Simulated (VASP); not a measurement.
Here is the system:

```
CELL_PARAMETERS angstrom
      2.51640     0.00000     0.00000
     -1.25820     2.17926     0.00000
      0.00000     0.00000     4.16472
ATOMIC_POSITIONS crystal
  B  0.66667 0.33333 0.99972
  B  0.33333 0.66667 0.49972
  N  0.66667 0.33333 0.62528
  N  0.33333 0.66667 0.12528
```

Level of theory: PBE GGA, VASP's PBE PAW potentials (set 64) (plane waves; VASP 6.6.1). Numerical set-up: 400 eV cut-off, 10×10×6 Γ-centred mesh, Gaussian smearing of 0.010 eV, potentials B N.

At this cut-off the stress carries a Pulay error, which pulls relaxed volumes low.

**Question.** Predict the energy per atom (σ→0), pressure.

**Answer.** 
```yaml
energy per atom (σ→0): -8.690 eV/atom
pressure: 115.3 kbar
```

Total energies compare only between runs with the same potentials, cut-off and functional.

The structure comes from a computed database's BN entry; how it stands against other phases isn't given here. The cell was not relaxed at this level.
